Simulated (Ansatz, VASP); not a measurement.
**LiF (Griceite): VASP beside Ansatz**

One calculation is typed for both programs; each brings its own data sets. How far apart do they land? The cell is taken from a series of runs on this material, whose earlier steps may have relaxed, scaled, displaced or heated it; both programs get it as it stands.

Calculated with Ansatz 0.2.0; plane waves, with VASP 6.6.1 beside it; relaxation of cell and atoms at r2SCAN.

## Step 1: Starting point

Symmetry: Fm-3m, No. 225, cubic system. Conventional cell: a = 3.990 Å, b = 3.990 Å, c = 3.990 Å, α = 90.00°, β = 90.00°, γ = 90.00°. Nearest to Li lie 6 F at 1.99 Å. Nearest to F lie 6 Li at 1.99 Å. Farther neighbours and most contacts between anions are not listed.

Coordinates:

```cif
data_structure
_symmetry_space_group_name_H-M 'Fm-3m'
_symmetry_Int_Tables_number 225
_cell_length_a 3.9898
_cell_length_b 3.9898
_cell_length_c 3.9898
_cell_angle_alpha 90.000
_cell_angle_beta 90.000
_cell_angle_gamma 90.000
_cell_volume 63.51
loop_
_atom_site_label
_atom_site_type_symbol
_atom_site_symmetry_multiplicity
_atom_site_Wyckoff_symbol
_atom_site_fract_x
_atom_site_fract_y
_atom_site_fract_z
_atom_site_occupancy
Li1 Li 4 a 0.00000 0.00000 0.00000 1
F1 F 4 b 0.50000 0.00000 0.00000 1
```

## Step 2: Ansatz: relaxation of cell and atoms, r2SCAN

Ansatz runs on its default PAW (the set named soft_2) files.

The relaxed volume is the usual yardstick between codes: in a stiff, nearly cubic crystal its relative difference is about their pressure difference at one cell divided by the bulk modulus.

input.yaml reads:

```yaml
crystal:
  lattice:
    - [0.0, 1.9948986648, 1.9948986648]
    - [1.9948986648, 0.0, 1.9948986648]
    - [1.9948986648, 1.9948986648, 0.0]
  atoms:
    - { symbol: Li, position: [0.0, 0.0, 0.0] }
    - { symbol: F, position: [0.5, 0.5, 0.5] }
kpoints:
  mp_grid: { grid: [12, 12, 12] }
hamiltonian:
  xc: r2scan
scf:
  occupations: { method: fixed }
output:
  forces: true
  stress: true
  eigenvalues: true
relax:
  adjacent_minimum: "off"
  f_tol: 0.001
  max_steps: 60
  cell: { stress_tol: 0.01 }
```

The run is started by

```bash
ansatz run input.yaml --threads 4 --pin off --max-ram 8192MiB --backend cpu --events-out ev --progress --plain --runs-dir out
```

Numbers of over 12 decimals in the logs are rounded to 6 here.

The program printed:

```text
Engine: ansatz 0.2.0, x86_64-unknown-linux-gnu
Pseudopotentials: kind: paw
Pseudopotential: Li, paw, valence charge 3, recommended cutoff 500 eV (meta_gga), Li.paw.azcp
Pseudopotential: F, paw, valence charge 7, recommended cutoff 500 eV (meta_gga), F.paw.azcp
Functional definition: r2SCAN
  parameter k0 = 0.174
  parameter k1 = 0.065
  parameter a1 = 4.9479
  exchange = r2scan_x(k0 = k0, k1 = k1, a1 = a1)
  correlation = r2scan_c
Crystal: 2 atoms, lattice volume = 15.878 Å³
Basis set: ecut = 500 eV, 411 PW (Γ), exchange–correlation on 96×96×96 points (64 copies of the dense FFT grid, shifted against one another)
Bands: 9, of which v1, the nominal top of the filled ones, is band 5 counted from 1 (4 counted from 0)
Symmetry: 48 space group operations
Space group: Fm-3m (ITA 225), of the structure as read, at distance tolerance 2.5e-5 Å
k-points: 72 of 1728
Non-local potential: Li, projectors of the file, l = 0: 3, l = 1: 2, l = 2: 1
Non-local potential: F, projectors of the file, l = 0: 2, l = 1: 2, l = 2: 1
PAW form: soft (Blöchl's): semilocal exchange-correlation on the pseudo side does not see the compensation charge
PAW frozen core: F, regenerated for the run's functional (the file was generated under x = pbe(κ = 0.804, μ = 0.219515), c = pbe(β = 0.066725))
PAW one-centre angular grid: Li, 302 points (default); XC on 327 of its mesh's 2665 points in the sphere
PAW one-centre angular grid: F, 302 points (default); XC on 160 Gauss nodes
Initial density: superposition of atomic densities (neutral atoms: chi_scale 0, normalization atom), corrected by the library's trained network
Initial wavefunctions: pseudopotential atomic-orbital guess
Functional: x = r2scan, c = r2scan; τ floored in thin density (d = 2e-4 eV/Å³)
SCF iter   1: F=—  HF=-1018.288580 eV  |F-HF|=—  |Δ(HF+E_count)|=         —  Δρ=7.43e-3  dr2=7.73e-3  dr2_τ=3.41e-2  ethr=1.77e-3  ⟨swp⟩=4.0  Hψ=3804  notcnv=0  defer=81
preconditioner: auto → none  [insulator: Δε(μ)=10.488 eV  Ē_g=24.847 eV  n_scr=0 (ndim 8)  ℏωp=26.4 eV  f_vac=0.000  ε∞_Penn≈2.1]
SCF iter   2: F=—  HF=-1018.331949 eV  |F-HF|=—  |Δ(HF+E_count)|=   4.34e-2  Δρ=4.33e-3  dr2=7.18e-4  dr2_τ=2.73e-4  ethr=7.73e-5  ⟨swp⟩=3.0  Hψ=1788  notcnv=0  defer=141
SCF iter   3: F=—  HF=-1018.331896 eV  |F-HF|=—  |Δ(HF+E_count)|=   5.31e-5  Δρ=1.46e-3  dr2=1.58e-4  dr2_τ=2.72e-5  ethr=7.18e-6  ⟨swp⟩=2.4  Hψ=1009  notcnv=0  defer=142
SCF iter   4: F=—  HF=-1018.331864 eV  |F-HF|=—  |Δ(HF+E_count)|=   3.22e-5  Δρ=3.62e-4  dr2=8.22e-6  dr2_τ=1.50e-6  ethr=1.58e-6  ⟨swp⟩=1.8  Hψ=711  notcnv=0  defer=128
SCF iter   5: F=—  HF=-1018.331863 eV  |F-HF|=—  |Δ(HF+E_count)|=   1.03e-6  Δρ=5.16e-5  dr2=1.13e-7  dr2_τ=3.34e-8  ethr=8.22e-8  ⟨swp⟩=1.0  Hψ=648  notcnv=0
SCF iter   6: F=-1018.331863 eV  HF=-1018.331863 eV  |F-HF|=2.11e-9  |Δ(HF+E_count)|=   8.34e-8  Δρ=5.18e-6  dr2=1.17e-9  dr2_τ=3.84e-10  ethr=1.00e-9  ⟨swp⟩=4.0  Hψ=2893  notcnv=0
SCF 1 converged in 6 iterations: F = -1018.331863 eV  dr2 = 1.17e-9
  greatest PAW one-centre occupation: 0.999 electrons in one spin orbital (limit 2), on the Li atom at site 0 (counted from 0), in its partial waves of l = 0
relax step   1: F+E_penalty+E_count = -1018.33186270 eV  Δ(F+E_penalty+E_count) = +0.000e0 eV  max|allowed force component| = 6.048e-29 eV/Å  Δτ_max = 0.0000 Å  P = +0.023 GPa  Ω = 15.878 Å³  (6 SCF iters, dr2 threshold 1.00e-7 eV, accepted)
[...]
relax step   2: F+E_penalty+E_count = -1018.33186175 eV  Δ(F+E_penalty+E_count) = +9.469e-7 eV  max|allowed force component| = 2.465e-30 eV/Å  Δτ_max = 0.0000 Å  P = +0.016 GPa  Ω = 15.879 Å³  energy of the carried Pulay correction = -1.128e-6 eV  (2 SCF iters, dr2 threshold 1.38e-9 eV, accepted)
[...]
relax step   3: F+E_penalty+E_count = -1018.33185943 eV  Δ(F+E_penalty+E_count) = +2.325e-6 eV  max|allowed force component| = 5.255e-30 eV/Å  Δτ_max = 0.0000 Å  P = +0.001 GPa  Ω = 15.883 Å³  energy of the carried Pulay correction = -3.626e-6 eV  (3 SCF iters, dr2 threshold 6.55e-10 eV, accepted)
[...]
relax step   4: F+E_penalty+E_count = -1018.33186547 eV  Δ(F+E_penalty+E_count) = -6.045e-6 eV  max|allowed force component| = 1.325e-29 eV/Å  Δτ_max = 0.0000 Å  P = +0.000 GPa  Ω = 15.883 Å³  stress off target by 4.01e-4 GPa  SCF on the basis re-selected at this cell (its energy is not comparable with the rows above)  (4 SCF iters)
basis re-selected at this cell: Δ(F+E_penalty+E_count) = -6.045e-6 eV, ΔP = -0.000 GPa vs the last step (what re-selecting the basis moved, of the pressure what is left beyond the Pulay correction that the steps carried, after the strain that the cell walked since its last selection, with what the two solves' SCF thresholds leave and, on support functions, any second-order correction that the steps lacked; it is no m [...]
SCF converged after 4 iterations
Free energy (F): -1018.331865 eV
Harris-Foulkes:  -1018.331865 eV  (|F-HF|=2.27e-13)
Internal energy: -1018.331865 eV  (E = F + TS)
E sigma→0 (E₀):  -1018.331865 eV
Fermi energy:    0.596404 eV
--- Per-component energies (eV) ---
  E_band       = -126.297512
  E_kinetic    = 232.555889
  E_local      = -634.542367  (includes V_loc(G=0)·N_el)
  E_nonlocal   = 39.688208
  E_hartree    = 222.675564
  E_xc         = -91.165268
  E_vxc        = -133.350974  (∫ρ·V_xc dr)
  E_paw        = -225.104661  (= ΣΔE_a)
  E_vpaw       = -85.666419  (= ΣTr[D̂ρ^β])
  E_aug_tail   = 0.001153  (compensation charges beyond the density's cutoff)
  E_vtau       = 9.665869  (kinetic-family band-sum trace: ∫τ·v_τ [+ j·A + Jᵃ·Aᵃ] dr)
  E_ewald      = -562.408992
  E_core_change = -0.031392  (= ΣΔE_core)
  E_smearing   = -0.000000  (= −TS)
  E_closure    = 0.000000  (closes the sum)
  Σ components = -1018.331865   (vs F -1018.331865, Δ=0.00e0)
--- Forces (eV/Å), atoms counted from 1 ---
  atom   1  Li    -0.00000000     0.00000000     0.00000000
  atom   2  F      0.00000000    -0.00000000    -0.00000000
  max |Σ_I F_I| component: 2.61e-29 eV/Å
--- Stress (GPa, compression-positive) ---
        0.000401      -0.000000      -0.000000
       -0.000000       0.000401       0.000000
       -0.000000      -0.000000       0.000401
  P = ⅓ Tr σ = 0.0004 GPa (0.004 kbar)
--- Band table (eV; the first three rows and the last of 72) ---
  k-point 0: bands = ["-41.2435", "-20.5884", "0.5964", "0.5964", "0.5964", "10.9234", "26.5111", "26.5111", "26.5111"]
  k-point 1: bands = ["-41.2392", "-20.5605", "0.3882", "0.5789", "0.5789", "11.1362", "23.9979", "25.3791", "25.3791"]
  k-point 2: bands = ["-41.2273", "-20.4830", "-0.1471", "0.5317", "0.5317", "11.6570", "21.6766", "24.0717", "24.0717"]
  k-point 71: bands = ["-41.1615", "-19.8973", "-1.5534", "-1.5534", "-0.2410", "17.0804", "17.0804", "19.6535", "21.6349"]
--- Relaxed structure (3 steps of the walk, 3 accepted, 1 SCFs on fresh bases) ---
  F+E_penalty+E_count = -1018.33186547 eV   max|allowed force component| = 1.325e-29 eV/Å   (the final SCF, on the basis selected at the relaxed cell)
  cell:  # Å, volume = 15.8826 Å³
    - [0, 1.995095, 1.995095]
    - [1.995095, 0, 1.995095]
    - [1.995095, 1.995095, 0]
  atoms:
    - { symbol: Li, position: [0, 0, 0] }
    - { symbol: F, position: [0.5, 0.5, 0.5] }
```

Reading the cycles: dr2 is the Hartree energy of the density residual (eV), the measure of convergence; HF is the Harris–Foulkes estimate of the energy, which meets the free energy F at convergence.

## Step 3: VASP: relaxation of cell and atoms, r2SCAN

The same cell, functional and mesh now go to VASP, with its own data sets.

Lines of VASP's logs that name or quote its potential files are left out, and so is its time.

INCAR reads:

```
SYSTEM = LiF
PREC = Accurate
ENCUT = 830
EDIFF = 1E-07
NELM = 120
ISMEAR = 0
SIGMA = 0.01
LREAL = .FALSE.
ALGO = Normal
METAGGA = R2SCAN
LASPH = .TRUE.
NBANDS = 11
LORBIT = 11
LWAVE = .FALSE.
LCHARG = .FALSE.
ISIF = 3
IBRION = 2
NSW = 80
EDIFFG = -0.005
GGA_COMPAT = .FALSE.
NELMIN = 4
EFERMI = MIDGAP
LMIXTAU = .TRUE.
```

POSCAR reads:

```
LiF
1.0
    0.0000000000      1.9948990000      1.9948990000
    1.9948990000      0.0000000000      1.9948990000
    1.9948990000      1.9948990000      0.0000000000
Li F
1 1
Direct
    0.0000000000      0.0000000000      0.0000000000
    0.5000000000      0.5000000000      0.5000000000
```

KPOINTS reads:

```
Automatic mesh
0
Gamma
12 12 12
0 0 0
```

Potentials, in the order of the species: Li_sv and F (PBE family, release 64).

The run is started by

```bash
mpirun -np 1 vasp_std
```

The program printed:

```text
[banner, memory and clock lines left out]
running    1 mpi-ranks, on    1 nodes
 distrk:  each k-point on    1 cores,    1 groups
 distr:  one band on    1 cores,    1 groups

 POSCAR found type information on POSCAR LiF
 POSCAR found :  2 types and       2 ions
|                                                                             |
|               ----> ADVICE to this user running VASP <----                  |
|                                                                             |
|     You enforced a specific xc type in the INCAR file but a different       |
|     [... a line on the potential file left out ...]
|     I HOPE YOU KNOW WHAT YOU ARE DOING!                                     |
|                                                                             |

 LDA part: xc-table for (None), standard interpolation
 POSCAR, INCAR and KPOINTS ok, starting setup
 FFT: planning ... GRIDC
 FFT: planning ... GRID_SOFT
 FFT: planning ... GRID
 WAVECAR not read
 entering main loop
       N       E                     dE             d eps       ncg     rms          rms(c)
DAV:   1     0.457665287321E+02    0.45767E+02   -0.73483E+03  1584   0.133E+03
DAV:   2    -0.130667971377E+02   -0.58833E+02   -0.57346E+02  1854   0.250E+02
DAV:   3    -0.149504721964E+02   -0.18837E+01   -0.18751E+01  2057   0.404E+01
DAV:   4    -0.149766526972E+02   -0.26181E-01   -0.26177E-01  1997   0.528E+00
DAV:   5    -0.149769128810E+02   -0.26018E-03   -0.26018E-03  2165   0.389E-01    0.387E+00
DAV:   6    -0.119182757960E+02    0.30586E+01   -0.42410E-01  1775   0.609E+00    0.191E+00
DAV:   7    -0.130052781748E+02   -0.10870E+01   -0.31210E+00  1817   0.136E+01    0.297E+00
DAV:   8    -0.120074345206E+02    0.99784E+00   -0.42819E-01  1646   0.594E+00    0.146E+00
DAV:   9    -0.117545930243E+02    0.25284E+00   -0.59831E-01  1602   0.693E+00    0.126E+00
DAV:  10    -0.119045557986E+02   -0.14996E+00   -0.24941E-01  1593   0.511E+00    0.763E-02
DAV:  11    -0.119067259061E+02   -0.21701E-02   -0.39650E-03  1683   0.926E-01    0.810E-02
DAV:  12    -0.119070287861E+02   -0.30288E-03   -0.35028E-03  1776   0.631E-01    0.111E-01
DAV:  13    -0.119073399923E+02   -0.31121E-03   -0.13661E-03  1707   0.400E-01    0.240E-02
DAV:  14    -0.119075359558E+02   -0.19596E-03   -0.76316E-05  1797   0.119E-01    0.655E-03
DAV:  15    -0.119075412043E+02   -0.52485E-05   -0.18435E-06  2021   0.174E-02    0.387E-03
DAV:  16    -0.119075485754E+02   -0.73711E-05   -0.12413E-06  1803   0.152E-02    0.656E-04
DAV:  17    -0.119075503105E+02   -0.17351E-05   -0.75289E-07  1797   0.129E-02    0.399E-04
DAV:  18    -0.119075502490E+02    0.61518E-07   -0.41291E-08  1934   0.278E-03
   1 F= -.11907550E+02 E0= -.11907550E+02  d E =-.119076E+02
[...]
2 F= -.11907619E+02 E0= -.11907619E+02  d E =-.691312E-04
[...]
3 F= -.11907629E+02 E0= -.11907629E+02  d E =-.789301E-04
 curvature:  -0.49 expect dE=-0.471E-05 dE for cont linesearch -0.471E-05
 ZBRENT: increasing intervall
 opt :   1.8689  next Energy=   -11.907638 (dE=-0.878E-04)
 bond charge predicted
       N       E                     dE             d eps       ncg     rms          rms(c)
DAV:   1    -0.119077955877E+02   -0.16639E-03   -0.29955E-03  1659   0.501E-01    0.101E-01
DAV:   2    -0.119076482710E+02    0.14732E-03   -0.66576E-04  1767   0.195E-01    0.219E-02
DAV:   3    -0.119076437444E+02    0.45266E-05   -0.17996E-05  1671   0.544E-02    0.104E-02
DAV:   4    -0.119076460613E+02   -0.23169E-05   -0.75622E-06  1653   0.363E-02    0.292E-03
DAV:   5    -0.119076432991E+02    0.27622E-05   -0.37675E-06  1650   0.253E-02    0.352E-04
DAV:   6    -0.119076450320E+02   -0.17329E-05   -0.13974E-07  1773   0.579E-03    0.192E-04
DAV:   7    -0.119076446291E+02    0.40288E-06   -0.33677E-08  1785   0.271E-03    0.943E-05
DAV:   8    -0.119076448834E+02   -0.25430E-06   -0.12424E-08  1686   0.159E-03    0.305E-05
DAV:   9    -0.119076448323E+02    0.51129E-07   -0.97818E-10   936   0.443E-04
   4 F= -.11907645E+02 E0= -.11907645E+02  d E =-.945832E-04
 curvature:  -0.92 expect dE=-0.267E-06 dE for cont linesearch -0.267E-06
 trial: gam=-0.05854 g(F)=  0.180E-58 g(S)=  0.291E-06 ort = 0.467E-05 (trialstep = 0.117E+01)
 search vector abs. value=  0.124E-08
 reached required accuracy - stopping structural energy minimisation
```

From OUTCAR (step 3):

```text
ion  position               nearest neighbor table
   1  0.000  0.000  0.000-   2 1.99   2 1.99   2 1.99   2 1.99   2 1.99   2 1.99
   2  0.500  0.500  0.500-   1 1.99   1 1.99   1 1.99   1 1.99   1 1.99   1 1.99

  LATTYP: Found a face centered cubic cell.
 ALAT       =     3.9897980000

 Subroutine GETGRP returns: Found 48 space group operations
 (whereof 48 operations were pure point group operations)

The static configuration has the point symmetry O_h .

 Found     72 irreducible k-points:

   k-points           NKPTS =     72   k-points in BZ     NKDIM =     72   number of bands    NBANDS=     11

   dimension x,y,z NGX =    28 NGY =   28 NGZ =   28
   dimension x,y,z NGXF=    56 NGYF=   56 NGZF=   56

   ENCUT  =  830.0 eV  61.00 Ry    7.81 a.u.   6.63  6.63  6.63*2*pi/ulx,y,z

   NELECT =      10.0000    total number of electrons

 k-points in reciprocal lattice and weights: Automatic mesh
   0.00000000  0.00000000  0.00000000       0.001
   0.08333333  0.00000000  0.00000000       0.005
   0.16666667  0.00000000  0.00000000       0.005
   0.25000000  0.00000000  0.00000000       0.005
   0.33333333  0.00000000  0.00000000       0.005
   0.41666667  0.00000000  0.00000000       0.005
   0.50000000  0.00000000  0.00000000       0.002
   0.08333333  0.08333333  0.00000000       0.003
   0.16666667  0.08333333  0.00000000       0.014
[...]
-0.33333333  0.50000000  0.16666667       0.007
  -0.25000000  0.50000000  0.25000000       0.003

 average (electrostatic) potential at core
       1 -65.1623       2 -81.1025

 E-fermi :   3.8412

 k-point     1 :       0.0000    0.0000    0.0000
  band No.  band energies     occupation
      1     -43.4291      2.00000
      2     -22.6367      2.00000
      3      -1.4517      2.00000
      4      -1.4517      2.00000
      5      -1.4517      2.00000
      6       9.1342      0.00000
      7      24.3787      0.00000
      8      24.3787      0.00000
      9      24.3787      0.00000
     10      25.0676      0.00000
    ...

 k-point     2 :       0.0833    0.0000    0.0000
  band No.  band energies     occupation
      1     -43.4247      2.00000
      2     -22.6092      2.00000
      3      -1.6565      2.00000
      4      -1.4697      2.00000
      5      -1.4697      2.00000
      6       9.3343      0.00000
      7      22.0344      0.00000
      8      23.5619      0.00000
      9      23.5619      0.00000
     10      25.6272      0.00000
    ...

 k-point     3 :       0.1667    0.0000    0.0000
  band No.  band energies     occupation
      1     -43.4127      2.00000
      2     -22.5330      2.00000
      3      -2.1846      2.00000
      4      -1.5179      2.00000
      5      -1.5179      2.00000
      6       9.8191      0.00000
      7      19.7027      0.00000
      8      22.2679      0.00000
      9      22.2679      0.00000
     10      26.5768      0.00000
    ...

  Total       -0.0020063     -0.0020063     -0.0020063     -0.0000000      0.0000000     -0.0000000
  in kB       -0.2033319     -0.2033319     -0.2033319     -0.0000000      0.0000000     -0.0000000
  external PRESSURE =      -0.2033319 kB  Pullay stress =       0.0000000 kB

  energy-cutoff  :      830.00
  volume of cell :       15.81
      direct lattice vectors                 reciprocal lattice vectors
    -0.000000000  1.992009261  1.992009261    -0.251002849  0.251002849  0.251002849
     1.992009261  0.000000000  1.992009261     0.251002849 -0.251002849  0.251002849
     1.992009261  1.992009261  0.000000000     0.251002849  0.251002849 -0.251002849

 POSITION                                       TOTAL-FORCE (eV/Angst)
 -----------------------------------------------------------------------------------
      1.99201      3.98402      1.99201        -0.000000      0.000000     -0.000000
      1.99201      1.99201      1.99201         0.000000     -0.000000      0.000000
 -----------------------------------------------------------------------------------
    total drift:                                0.000000      0.000000      0.000000

  FREE ENERGIE OF THE ION-ELECTRON SYSTEM (eV)
  ---------------------------------------------------
  free  energy   TOTEN  =       -11.9076448323 eV

  energy  without entropy=      -11.9076448323  energy(sigma->0) =      -11.90764483

 reached required accuracy - stopping structural energy minimisation

 total charge
# of ion       s       p       d       tot
------------------------------------------
    1        2.015   0.015   0.000   2.030
    2        1.728   4.447   0.000   6.174
--------------------------------------------------
tot          3.742   4.462   0.000   8.204

[... 3 further parts left out ...]
```

## Step 4: Side by side

Known differences besides the potentials themselves: VASP keeps PBE cores, Ansatz makes them for the functional; fixed occupations in Ansatz, narrow Gaussian smearing in VASP; the cutoff is 500 eV in Ansatz and 830 eV in VASP; Ansatz adds a Pulay correction to the stress that steers its cell, VASP none. Total energies have different zeros and are not compared.

Compared:

```csv
quantity,Ansatz,VASP,difference
volume (Å³),15.88,15.81,+0.47 %
"edge a after relaxation, in the typed setting (Å)",2.821,2.817,+0.16 %
```

## Step 5: Summary of results

```yaml
difference_in_volume_relaxation_of_cell_and_atoms_r2scan: 0.47 %
```

What this shows: The difference in volume is 0.47 % (relaxation of cell and atoms, r2SCAN), within the 1.2 % picked in this series as the mark of a large difference, as far as the stopping tolerances let one tell. How closely two codes agree says nothing of how well the functional describes the real material.

[Lines on the potential files, build, host, timing and source positions are cut from VASP's logs without a mark.]

[Logs are printed without paths, hosts, clocks, repeated set-up lines and the standing remarks that a program may print on its own settings, such as how far it seeks lower states.]

[Hosts, paths, dates, database ids (printed as entryN), source tags and the programs' standing remarks are cut or masked in the printed files.]
